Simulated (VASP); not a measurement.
Data:

```yaml
crystal:
  lattice:
    - [1.64131, -2.84282, 0.00000]
    - [1.64131, 2.84282, 0.00000]
    - [0.00000, 0.00000, 12.92281]
  atoms:
    - { symbol: W, position: [0.33333, 0.66667, 0.25000] }
    - { symbol: W, position: [0.66667, 0.33333, 0.75000] }
    - { symbol: S, position: [0.33333, 0.66667, 0.87300] }
    - { symbol: S, position: [0.66667, 0.33333, 0.37300] }
    - { symbol: S, position: [0.66667, 0.33333, 0.12700] }
    - { symbol: S, position: [0.33333, 0.66667, 0.62700] }
```

Computed with vdW-DF2, VASP's PBE PAW potentials (set 64) (plane waves; VASP 6.6.1). Run with 520 eV cut-off, Gaussian smearing of 0.050 eV, potentials W_sv S.

Unless said otherwise, spin-orbit coupling is left out, though it shifts the bands of the heavy elements here.

### Question
Give the energies of bands 17 to 30 at the high-symmetry points, in eV from the valence-band maximum.

### Answer

```
band      Γ      M      K      A      L      H
----  -----  -----  -----  -----  -----  -----
17    -3.28  -4.84  -4.65  -3.28  -4.55  -4.56
18    -3.27  -4.37  -4.48  -3.28  -4.55  -4.56
19    -3.27  -3.79  -4.22  -2.52  -3.77  -4.31
20    -2.23  -3.74  -4.22  -2.52  -3.77  -4.31
21    -2.23  -2.63  -3.62  -2.21  -2.58  -3.45
22    -2.19  -2.50  -3.62  -2.21  -2.58  -3.45
23    -2.19  -1.99  -2.73  -2.21  -1.93  -2.83
24    -1.53  -1.86  -2.73  -2.21  -1.93  -2.83
25    -0.81  -1.38  -0.66  -0.24  -1.31  -0.61
26     0.00  -1.25  -0.55  -0.24  -1.31  -0.61
27     2.07   1.85   0.99   2.07   1.86   0.99
28     2.07   1.88   0.99   2.07   1.86   0.99
29     2.08   2.21   2.27   2.08   2.27   2.64
30     2.08   2.32   2.95   2.12   2.27   2.64
```

The gap is indirect, 0.99 eV, from the valence maximum at Γ to the conduction minimum at K.

The compound is WS2 in the 2H layered structure. It was relaxed first, which changed the volume by +14 %.
